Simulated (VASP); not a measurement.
# Sound and unsound inputs on TiPt3, part 3 of 3

Which changes to a sound input spoil a run on TiPt3, which are harmless, and which give a warning? All runs use LDA. The start is a cell from a database of measured crystal structures.

VASP 6.6.1; LDA; plane waves and PAW (Ti_sv, Pt).

Still holding for the runs below: The k-mesh is coarse for a metal.

So far. Step 6 (Full relaxation (LDA), changed input): It ends with forces that vanish by symmetry and a pressure of 0.97 GPa. Step 8 (Self-consistent run (LDA), changed input, try 2): Against the reference run the energy at zero smearing moves by +0.05 meV an atom and the pressure by -0.00 GPa.

The database entry behind the starting cell is an old determination (1943), so it need not match the best structure at ambient conditions.

## 9. Relaxing cell and atoms (LDA)

The start need not lie at this functional's minimum. ISIF = 3 frees volume, shape and positions, and EDIFFG sets the threshold on forces and stress at which the search stops.

Input file INCAR:

```
SYSTEM = TiPt3
PREC = Accurate
ENCUT = 400
EDIFF = 1E-06
NELM = 100
ISMEAR = -1
SIGMA = 0.05
LREAL = .FALSE.
ALGO = Normal
GGA = CA
NBANDS = 27
LASPH = .TRUE.
LORBIT = 11
LWAVE = .FALSE.
LCHARG = .FALSE.
KPAR = 4
IBRION = 2
NSW = 60
ISIF = 3
EDIFFG = -0.01
```

Input file POSCAR:

```
TiPt3
1.0
    3.8970000000      0.0000000000      0.0000000000
    0.0000000000      3.8970000000      0.0000000000
    0.0000000000      0.0000000000      3.8970000000
Ti Pt
1 3
Direct
    0.0000000000      0.0000000000      0.0000000000
    0.0000000000      0.5000000000      0.5000000000
    0.5000000000      0.0000000000      0.5000000000
    0.5000000000      0.5000000000      0.0000000000
```

Input file KPOINTS:

```
Automatic mesh
0
Gamma
5 5 5
0 0 0
```

The projector-augmented-wave data sets are Ti_sv and Pt (LDA family, release 64).

Launch:

```sh
> mpirun -np 4 vasp_std
```

What it wrote:

```text
[... set-up lines as in an earlier step ...]
 entering main loop
       N       E                     dE             d eps       ncg     rms          rms(c)
[... 16 cycles as in an earlier step ...]
   1 F= -.34608132E+02 E0= -.34599183E+02  d E =-.346081E+02
 curvature:   0.00 expect dE= 0.000E+00 dE for cont linesearch  0.000E+00
 trial: gam= 0.00000 g(F)=  0.000E+00 g(S)=  0.101E+00 ort = 0.000E+00 (trialstep = 0.100E+01)
 search vector abs. value=  0.101E+00
 bond charge predicted
       N       E                     dE             d eps       ncg     rms          rms(c)
DAV:   1    -0.360350682868E+02   -0.14269E+01   -0.36534E+01   559   0.526E+01    0.101E+01
DAV:   2    -0.347195668022E+02    0.13155E+01   -0.51025E+00   565   0.158E+01    0.485E+00
DAV:   3    -0.348351167508E+02   -0.11555E+00   -0.38133E+00   753   0.129E+01    0.536E+00
DAV:   4    -0.344998565581E+02    0.33526E+00   -0.18830E+00   686   0.888E+00    0.118E+00
DAV:   5    -0.345044665983E+02   -0.46100E-02   -0.57363E-02   747   0.164E+00    0.543E-01
DAV:   6    -0.345136178858E+02   -0.91513E-02   -0.19021E-02   835   0.498E-01    0.303E-01
DAV:   7    -0.345151910061E+02   -0.15731E-02   -0.19384E-03   726   0.246E-01    0.159E-01
DAV:   8    -0.345157450571E+02   -0.55405E-03   -0.10677E-03   784   0.123E-01    0.811E-02
DAV:   9    -0.345157561510E+02   -0.11094E-04   -0.90494E-05   667   0.638E-02    0.276E-02
DAV:  10    -0.345157575386E+02   -0.13875E-05   -0.44532E-06   551   0.140E-02    0.107E-02
DAV:  11    -0.345157573141E+02    0.22445E-06   -0.23200E-06   529   0.109E-02
   2 F= -.34515757E+02 E0= -.34507632E+02  d E =0.923751E-01
 trial-energy change:    0.092375  1 .order    0.097057   -0.100761    0.294875
 step:   0.2686(harm=  0.2547)  dis= 0.00000  next Energy=   -34.621757 (dE=-0.136E-01)
 bond charge predicted
       N       E                     dE             d eps       ncg     rms          rms(c)
DAV:   1    -0.354453845135E+02   -0.92963E+00   -0.19844E+01   556   0.398E+01    0.657E+00
DAV:   2    -0.347548442350E+02    0.69054E+00   -0.31542E+00   579   0.121E+01    0.476E+00
DAV:   3    -0.347967468673E+02   -0.41903E-01   -0.26165E+00   723   0.109E+01    0.302E+00
DAV:   4    -0.346093998629E+02    0.18735E+00   -0.60895E-01   648   0.478E+00    0.987E-01
DAV:   5    -0.346183630297E+02   -0.89632E-02   -0.29263E-02   778   0.111E+00    0.541E-01
DAV:   6    -0.346233769789E+02   -0.50139E-02   -0.24153E-02   804   0.806E-01    0.424E-01
DAV:   7    -0.346220629409E+02    0.13140E-02   -0.59884E-03   662   0.486E-01    0.705E-02
DAV:   8    -0.346220318926E+02    0.31048E-04   -0.25875E-04   648   0.122E-01    0.365E-02
DAV:   9    -0.346220248945E+02    0.69981E-05   -0.92259E-05   753   0.680E-02    0.145E-02
DAV:  10    -0.346220244424E+02    0.45208E-06   -0.85244E-06   562   0.198E-02
   3 F= -.34622024E+02 E0= -.34613249E+02  d E =-.138920E-01
 curvature:  -0.13 expect dE=-0.337E-05 dE for cont linesearch -0.337E-05
 trial: gam=-0.01595 g(F)=  0.409E-63 g(S)=  0.265E-04 ort = 0.163E-02 (trialstep = 0.854E+00)
 search vector abs. value=  0.706E-08
 reached required accuracy - stopping structural energy minimisation
```

Wall time 6.2 s (4 MPI ranks of Intel Xeon 6975P-C (Granite Rapids), shared host); peak memory 0.56 GiB.

From OUTCAR (step 9):

```text
   NELECT =      42.0000    total number of electrons

 E-fermi :  12.0291

 k-point     1 :       0.0000    0.0000    0.0000
  band No.  band energies     occupation
    ...
     16      10.2815      2.00000
     17      11.4847      1.99996
     18      12.0495      0.79922
     19      12.0495      0.79922
     20      12.0495      0.79922
     21      13.4424      0.00000
     22      13.4424      0.00000
     23      13.6107      0.00000
     24      13.6107      0.00000
     25      13.6107      0.00000
    ...

  Total       -0.0270550     -0.0270550     -0.0270550      0.0000000     -0.0000000      0.0000000
  in kB       -0.7444416     -0.7444416     -0.7444416      0.0000000     -0.0000000      0.0000000
  external PRESSURE =      -0.7444416 kB  Pullay stress =       0.0000000 kB

 POSITION                                       TOTAL-FORCE (eV/Angst)
 -----------------------------------------------------------------------------------
      0.00000      0.00000      0.00000         0.000000      0.000000      0.000000
     -0.00000      1.93797      1.93797        -0.000000      0.000000      0.000000
      1.93797     -0.00000      1.93797         0.000000     -0.000000      0.000000
      1.93797      1.93797      0.00000         0.000000      0.000000      0.000000
 -----------------------------------------------------------------------------------
    total drift:                                0.000000      0.000000      0.000000

  FREE ENERGIE OF THE ION-ELECTRON SYSTEM (eV)
  ---------------------------------------------------
  free  energy   TOTEN  =       -34.6220244424 eV

  energy  without entropy=      -34.6044737418  energy(sigma->0) =      -34.61324909

[... 8 parts as in an earlier step ...]

[... 10 further parts left out ...]
```

Step by step:

| step | energy less that of the first step (eV) | largest force (eV/Å) | pressure (GPa) | volume (Å³) |
| --- | --- | --- | --- | --- |
| 1 | 0.0000 | 0.0000 | -4.52 | 59.18 |
| 2 | 0.0924 | 0.0000 | 14.05 | 55.68 |
| 3 | -0.0139 | 0.0000 | -0.07 | 58.23 |

| conventional cell, symmetrised | before | after | change |
| --- | --- | --- | --- |
| a (Å) | 3.897 | 3.876 | -0.5 % |
| b (Å) | 3.897 | 3.876 | -0.5 % |
| c (Å) | 3.897 | 3.876 | -0.5 % |
| volume (Å³/atom) | 14.80 | 14.56 | -1.6 % |

The relaxed structure:

```xyz
4
Lattice="3.8759 0.0000 0.0000 0.0000 3.8759 0.0000 0.0000 0.0000 3.8759" Properties=species:S:1:pos:R:3 pbc="T T T"
Ti    0.0000    0.0000    0.0000
Pt    0.0000    1.9380    1.9380
Pt    1.9380    0.0000    1.9380
Pt    1.9380    1.9380    0.0000
```

Numbers from this step:

```yaml
free_energy_toten: -34.62 eV
energy_at_zero_smearing: -34.61 eV
fermi_energy: 12.03 eV
pressure: -0.07444 GPa
scf_cycles_over_all_ionic_steps: 37
```

It ends with forces that vanish by symmetry and a pressure of -0.07 GPa.

## 10. Side by side

```
                                                     changed           job                                ended  energy (meV/atom)  pressure (GPa)  volume (%)
                      ISMEAR = 1, SIGMA = 0.1, NELECT = 41.0  single point  converged, with a warning or advice                  -               -           -
                                                  ENCUT = 40  single point                              refused                  -               -           -
AMIX = 0.2, BMIX = 0.0001, AMIX_MAG = 0.8, BMIX_MAG = 0.0001  single point                            converged              +0.00           -0.03           -
                                                PSTRESS = 10    relaxation                            converged                  -               -        -0.4
                                          NELM = 81, NSW = 1    relaxation                        not converged                  -               -           -
                                     ISMEAR = 0, SIGMA = 0.1  single point                            converged              +0.05           -0.00           -
```

## 11. Results

```json
{
 "ISMEAR = 1, SIGMA = 0.1, NELECT = 41.0 (single point)": "converged, with a warning or advice",
 "ENCUT = 40 (single point)": "refused",
 "AMIX = 0.2, BMIX = 0.0001, AMIX_MAG = 0.8, BMIX_MAG = 0.0001 (single point)": "converged, +0.00 meV/atom",
 "PSTRESS = 10 (relaxation)": "converged, volume -0.4 %",
 "NELM = 81, NSW = 1 (relaxation)": "not converged",
 "ISMEAR = 0, SIGMA = 0.1 (single point)": "converged, +0.05 meV/atom"
}
```

Changes that show themselves, by a stop, a warning or no convergence: ISMEAR = 1, SIGMA = 0.1, NELECT = 41.0; ENCUT = 40; NELM = 81, NSW = 1 (where several settings stand together, the step names the one at fault, if it is known). Changes that hold a target pressure, which moves the volume as a physical condition: PSTRESS = 10. Changes with no effect beyond 1 meV an atom and 0.1 GPa here: AMIX = 0.2, BMIX = 0.0001, AMIX_MAG = 0.8, BMIX_MAG = 0.0001; ISMEAR = 0, SIGMA = 0.1. Differences of single points are from the reference run, and of volumes from the sound relaxation. The k-sampling is coarse for a metal, so the Fermi level, pressures and the shape of the cell carry errors.

[Lines on the potential files, build, host, timing and source positions are cut from VASP's logs without a mark.]

[Logs are printed without paths, hosts, clocks, repeated set-up lines and the standing remarks that a program may print on its own settings, such as how far it seeks lower states.]

[Hosts, paths, dates, database ids (printed as entryN), source tags and the programs' standing remarks are cut or masked in the printed files.]

[A measured line is paired with the nearest computed mode of its activity, which favours agreement.]
